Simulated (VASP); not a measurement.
Input for VASP

### POSCAR
```
SrTiO3
1.0
  3.8964091187   0.0000000000   0.0000000000
  0.0000000000   3.8964091187   0.0000000000
  0.0000000000   0.0000000000   3.8964091187
Sr Ti O
1 1 3
direct
  0.0000000000   0.0000000000   0.0000000000
  0.5000000000   0.5000000000   0.5000000000
  0.5000000000   0.0000000000   0.5000000000
  0.0000000000   0.5000000000   0.5000000000
  0.5000000000   0.5000000000   0.0000000000
```

### INCAR
```
SYSTEM = SrTiO3
PREC = Accurate
ENCUT = 520
EDIFF = 1E-6
NELM = 100
ALGO = Normal
LREAL = .FALSE.
LASPH = .TRUE.
ISMEAR = 0
SIGMA = 0.05
METAGGA = R2SCAN
LMIXTAU = .TRUE.
LMAXMIX = 4
LWAVE = .FALSE.
LCHARG = .FALSE.
IBRION = 2
ISIF = 3
NSW = 60
EDIFFG = -0.02
```

KPOINTS:
```
kpoints
0
G
5 5 5
0 0 0
```

POTCAR, in this order: Sr_sv Ti_sv O (PBE.64 set). Program: vasp_std.

Translate this r2SCAN calculation to Ansatz.

One equivalent input (not run):
Ansatz 0.2 input:
```yaml
crystal:
  lattice:
    - [3.8964091, 0.0000000, 0.0000000]
    - [0.0000000, 3.8964091, 0.0000000]
    - [0.0000000, 0.0000000, 3.8964091]
  atoms:
    - { symbol: Sr, position: [0.0000000, 0.0000000, 0.0000000] }
    - { symbol: Ti, position: [0.5000000, 0.5000000, 0.5000000] }
    - { symbol: O, position: [0.5000000, 0.0000000, 0.5000000] }
    - { symbol: O, position: [0.0000000, 0.5000000, 0.5000000] }
    - { symbol: O, position: [0.5000000, 0.5000000, 0.0000000] }
kpoints:
  mp_grid: { grid: [5, 5, 5] }
hamiltonian:
  xc: r2scan
  pseudopotentials: { kind: paw }
scf:
  occupations: { method: gaussian, width: 0.05 }
  max_iter: 100
relax:
  max_steps: 60
  f_tol: 0.02
  cell: {}
output: { forces: true, stress: true, eigenvalues: true }
```
What does not carry over: each code has its own PAW files, so the cut-off isn't converted (ENCUT is set for VASP's; basis.ecutwfc is left out, and Ansatz then takes the one that its files recommend); Ansatz stops its SCF on the density residual and VASP on the energy change (EDIFF).

The compound is SrTiO3 in the cubic perovskite structure, the ideal cubic form; the compound distorts at low or room temperature. This run relaxes it. Symmetry was kept, so distortions that lower it aren't found. The start is the result of an earlier pass.
